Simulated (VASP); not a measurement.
These are revPBE GGA, VASP's PBE PAW potentials (set 64) (plane waves; VASP) values and carry that method's errors.

A VASP calculation is set up with these files.

INCAR:
```
ALGO=Normal
EDIFF=1E-7
ENCUT=520
GGA=RE
ISIF=2
ISMEAR=1
LASPH=.TRUE.
LCHARG=.FALSE.
LMAXMIX=4
LREAL=.FALSE.
LWAVE=.FALSE.
NELM=100
PREC=Accurate
SIGMA=0.1
SYSTEM=CoAl
```

File KPOINTS:
```
kpoints
0
Gamma
13 13 13
0 0 0
```

File POSCAR:
```
CoAl
1
    2.8953266351     0.0000000000     0.0000000000
    0.0000000000     2.8953266351     0.0000000000
    0.0000000000     0.0000000000     2.8953266351
Al Co
1 1
Direct
  0.5000000000   0.5000000000   0.5000000000
  0.0000000000   0.0000000000   0.0000000000
```

POTCAR, in this order: Al Co (PBE.64 set). Program: vasp_std.

The resulting files:

OUTCAR:
```
 ion  position               nearest neighbor table
   1  0.500  0.500  0.500-   2 2.51   2 2.51   2 2.51   2 2.51   2 2.51   2 2.51   2 2.51   2 2.51
  LATTYP: Found a simple cubic cell.
 ALAT       =     2.8953266351
 Subroutine PRICEL returns:
 Original cell was already a primitive cell.
 Subroutine GETGRP returns: Found 48 space group operations
The static configuration has the point symmetry O_h .
The dynamic configuration has the point symmetry O_h .
 Subroutine INISYM returns: Found 48 space group operations
 Subroutine IBZKPT returns following result:
 Found     84 irreducible k-points:

 Following reciprocal coordinates:
            Coordinates               Weight
  0.000000  0.000000  0.000000      1.000000
  0.076923  0.000000  0.000000      6.000000
  0.153846  0.000000  0.000000      6.000000
  0.230769  0.000000  0.000000      6.000000
  0.307692  0.000000  0.000000      6.000000
  0.384615  0.000000  0.000000      6.000000
  0.461538  0.000000  0.000000      6.000000
  0.076923  0.076923  0.000000     12.000000
  0.153846  0.076923  0.000000     24.000000
  0.230769  0.076923  0.000000     24.000000
  0.307692  0.076923  0.000000     24.000000
  0.384615  0.076923  0.000000     24.000000
  0.461538  0.076923  0.000000     24.000000
  0.153846  0.153846  0.000000     12.000000
  0.230769  0.153846  0.000000     24.000000
  0.307692  0.153846  0.000000     24.000000
  0.384615  0.153846  0.000000     24.000000
  0.461538  0.153846  0.000000     24.000000
  0.230769  0.230769  0.000000     12.000000
  0.307692  0.230769  0.000000     24.000000
  0.384615  0.230769  0.000000     24.000000
  0.461538  0.230769  0.000000     24.000000
  0.307692  0.307692  0.000000     12.000000
  0.384615  0.307692  0.000000     24.000000
  0.461538  0.307692  0.000000     24.000000
...
```

File OSZICAR:
```
       N       E                     dE             d eps       ncg     rms          rms(c)
DAV:   1     0.343519768607E+02    0.34352E+02   -0.53589E+03  1712   0.124E+03
DAV:   2    -0.116395414638E+02   -0.45992E+02   -0.43619E+02  1692   0.186E+02
DAV:   3    -0.129033431657E+02   -0.12638E+01   -0.12511E+01  1986   0.402E+01
DAV:   4    -0.129294414563E+02   -0.26098E-01   -0.26085E-01  2056   0.512E+00
DAV:   5    -0.129302129247E+02   -0.77147E-03   -0.77145E-03  1988   0.883E-01    0.122E+01
DAV:   6    -0.160579591814E+02   -0.31277E+01   -0.75185E+01  1930   0.127E+02    0.186E+01
DAV:   7    -0.113449175689E+02    0.47130E+01   -0.33999E+01  1860   0.813E+01    0.183E+00
DAV:   8    -0.113453008560E+02   -0.38329E-03   -0.23537E-01  1732   0.424E+00    0.125E+00
DAV:   9    -0.113320699822E+02    0.13231E-01   -0.46163E-02  2028   0.311E+00    0.306E-01
DAV:  10    -0.113316120538E+02    0.45793E-03   -0.14927E-03  2204   0.518E-01    0.130E-01
DAV:  11    -0.113316016124E+02    0.10441E-04   -0.28035E-05  1910   0.517E-02    0.219E-02
DAV:  12    -0.113315988471E+02    0.27653E-05   -0.12038E-05  2036   0.454E-02    0.542E-03
DAV:  13    -0.113315986961E+02    0.15103E-06   -0.28940E-07  1456   0.484E-03    0.210E-03
DAV:  14    -0.113315986716E+02    0.24480E-07   -0.76629E-08   864   0.248E-03
   1 F= -.11331599E+02 E0= -.11331717E+02  d E =0.354235E-03
```

**OUTCAR**
```
------------------------ aborting loop because EDIFF is reached ----------------------------------------
  FORCE on cell =-STRESS in cart. coord.  units (eV):
  Direction    XX          YY          ZZ          XY          YZ          ZX
  --------------------------------------------------------------------------------------
  Total       -0.7229171     -0.7229171     -0.7229171      0.0000000      0.0000000     -0.0000000
  in kB      -47.7206563    -47.7206563    -47.7206563      0.0000000      0.0000000     -0.0000000
  external PRESSURE =     -47.7206563 kB  Pullay stress =       0.0000000 kB
  volume of cell :       24.27
      direct lattice vectors                 reciprocal lattice vectors
     2.895326635  0.000000000  0.000000000     0.345384175  0.000000000  0.000000000
     0.000000000  2.895326635  0.000000000     0.000000000  0.345384175  0.000000000
     0.000000000  0.000000000  2.895326635     0.000000000  0.000000000  0.345384175
 POSITION                                       TOTAL-FORCE (eV/Angst)
 -----------------------------------------------------------------------------------
      1.44766      1.44766      1.44766         0.000000      0.000000      0.000000
      0.00000      0.00000      0.00000         0.000000      0.000000      0.000000
 -----------------------------------------------------------------------------------
    total drift:                                0.000000      0.000000      0.000000
  FREE ENERGIE OF THE ION-ELECTRON SYSTEM (eV)
  ---------------------------------------------------
  free  energy   TOTEN  =       -11.3315986716 eV

  energy  without entropy=      -11.3319529068  energy(sigma->0) =      -11.33171675
```
(Selected blocks of OUTCAR.)

The compound is CoAl in the CsCl type structure. This cell is one point of a volume scan, at 1.03 of the reference volume. The run is not spin-polarised, so no magnetic state was tried.
